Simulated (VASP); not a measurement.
OSZICAR of a VASP run on Os (hcp):

File OSZICAR:
```
       N       E                     dE             d eps       ncg     rms          rms(c)
DAV:   1     0.104425559172E+03    0.10443E+03   -0.76051E+03  3600   0.125E+03
DAV:   2    -0.188992479607E+02   -0.12332E+03   -0.11177E+03  3808   0.405E+02
DAV:   3    -0.256442863890E+02   -0.67450E+01   -0.62343E+01  4320   0.778E+01
DAV:   4    -0.257970686969E+02   -0.15278E+00   -0.15182E+00  3820   0.120E+01
DAV:   5    -0.257988519868E+02   -0.17833E-02   -0.17830E-02  4264   0.103E+00    0.281E+01
DAV:   6    -0.247168632278E+02    0.10820E+01   -0.10244E+00  3892   0.933E+00    0.135E+01
DAV:   7    -0.243589631274E+02    0.35790E+00   -0.83481E-01  4016   0.830E+00    0.602E-01
DAV:   8    -0.243528514516E+02    0.61117E-02   -0.85748E-03  3708   0.815E-01    0.394E-01
DAV:   9    -0.243503575217E+02    0.24939E-02   -0.21787E-03  3864   0.570E-01    0.601E-02
DAV:  10    -0.243503823839E+02   -0.24862E-04   -0.76966E-05  4076   0.894E-02    0.116E-02
DAV:  11    -0.243503576213E+02    0.24763E-04   -0.63025E-06  3772   0.311E-02    0.159E-03
DAV:  12    -0.243503568944E+02    0.72682E-06   -0.18190E-07  1896   0.440E-03
   1 F= -.16986111E+02 E0= -.16986222E+02  d E =-.169861E+02
       N       E                     dE             d eps       ncg     rms          rms(c)
DAV:   1    -0.230053154274E+02    0.13450E+01   -0.46646E+01  3600   0.657E+01    0.263E+01
DAV:   2    -0.219469365043E+02    0.10584E+01   -0.96894E-01  3912   0.126E+01    0.109E+01
DAV:   3    -0.216407120927E+02    0.30622E+00   -0.66548E-01  4344   0.909E+00    0.797E-01
DAV:   4    -0.216483486630E+02   -0.76366E-02   -0.12490E-02  3636   0.936E-01    0.280E-01
DAV:   5    -0.216506967652E+02   -0.23481E-02   -0.21590E-03  4372   0.487E-01    0.124E-01
DAV:   6    -0.216511821668E+02   -0.48540E-03   -0.40694E-04  3712   0.232E-01    0.295E-02
DAV:   7    -0.216511922522E+02   -0.10085E-04   -0.15640E-05  4076   0.526E-02    0.340E-03
DAV:   8    -0.216511923660E+02   -0.11372E-06   -0.23288E-07  1936   0.535E-03
   2 F= -.15521178E+02 E0= -.15521225E+02  d E =0.146493E+01
       N       E                     dE             d eps       ncg     rms          rms(c)
DAV:   1    -0.252628322346E+02   -0.36116E+01   -0.33660E+01  3600   0.504E+01    0.200E+01
DAV:   2    -0.244156785104E+02    0.84715E+00   -0.81459E-01  3728   0.977E+00    0.966E+00
DAV:   3    -0.242137131724E+02    0.20197E+00   -0.64574E-01  4356   0.819E+00    0.580E-01
DAV:   4    -0.242171741758E+02   -0.34610E-02   -0.22592E-02  3604   0.122E+00    0.574E-01
DAV:   5    -0.242177033223E+02   -0.52915E-03   -0.84042E-04  4256   0.273E-01    0.155E-01
DAV:   6    -0.242177842920E+02   -0.80970E-04   -0.22121E-04  4276   0.169E-01    0.318E-02
DAV:   7    -0.242177891784E+02   -0.48864E-05   -0.10271E-05  3696   0.287E-02    0.716E-03
DAV:   8    -0.242177890615E+02    0.11694E-06   -0.13655E-07  1872   0.428E-03
   3 F= -.17016150E+02 E0= -.17016247E+02  d E =-.300392E-01
       N       E                     dE             d eps       ncg     rms          rms(c)
DAV:   1    -0.242063963881E+02    0.11393E-01   -0.37436E-03  3600   0.535E-01    0.190E-01
DAV:   2    -0.242062989260E+02    0.97462E-04   -0.10293E-04  3752   0.112E-01    0.861E-02
DAV:   3    -0.242062775616E+02    0.21364E-04   -0.73853E-05  4304   0.890E-02    0.883E-03
DAV:   4    -0.242062780947E+02   -0.53314E-06   -0.13525E-06  2208   0.955E-03
   4 F= -.17016353E+02 E0= -.17016448E+02  d E =-.302418E-01
       N       E                     dE             d eps       ncg     rms          rms(c)
DAV:   1    -0.242028373607E+02    0.34402E-02   -0.33157E-04  3600   0.160E-01    0.559E-02
DAV:   2    -0.242028289381E+02    0.84225E-05   -0.94156E-06  3736   0.343E-02    0.250E-02
DAV:   3    -0.242028276428E+02    0.12953E-05   -0.65530E-06  3464   0.268E-02    0.277E-03
DAV:   4    -0.242028277354E+02   -0.92589E-07   -0.12820E-07  1812   0.284E-03
   5 F= -.17016361E+02 E0= -.17016455E+02  d E =-.302495E-01
       N       E                     dE             d eps       ncg     rms          rms(c)
DAV:   1    -0.242023432999E+02    0.48434E-03   -0.20584E-02  3664   0.127E+00    0.761E-02
DAV:   2    -0.242021525354E+02    0.19076E-03   -0.24926E-04  4344   0.211E-01    0.405E-02
DAV:   3    -0.242020915348E+02    0.61001E-04   -0.11539E-04  4000   0.946E-02    0.850E-03
DAV:   4    -0.242020920162E+02   -0.48142E-06   -0.73945E-06  3624   0.359E-02
   6 F= -.17016265E+02 E0= -.17016359E+02  d E =0.959243E-04
       N       E                     dE             d eps       ncg     rms          rms(c)
DAV:   1    -0.242027573572E+02   -0.66582E-03   -0.89658E-03  3672   0.840E-01    0.504E-02
DAV:   2    -0.242026746833E+02    0.82674E-04   -0.10837E-04  4336   0.140E-01    0.270E-02
DAV:   3    -0.242026476171E+02    0.27066E-04   -0.50469E-05  4008   0.627E-02    0.558E-03
DAV:   4    -0.242026478006E+02   -0.18356E-06   -0.32248E-06  3200   0.238E-02
   7 F= -.17016396E+02 E0= -.17016489E+02  d E =-.348723E-04
```

Q: Which electronic solver shows in the log?

A: It is blocked Davidson (ALGO = Normal, or the opening steps of other solvers). The INCAR had ALGO = Normal.

Q: Can the final energy be trusted as converged?

A: The run converged. It stopped with EDIFF = 1E-6, NELM = 100, NSW = 40 and EDIFFG = -0.02 after 7 ionic steps (PBEsol GGA, plane waves, VASP's PBE PAW potentials (set 64)). Energy and stress use the plane-wave basis of the starting cell.

The compound is Os in the hcp structure. This run relaxes it under an external pressure of 45 GPa. Symmetry was kept, so distortions that lower it aren't found.
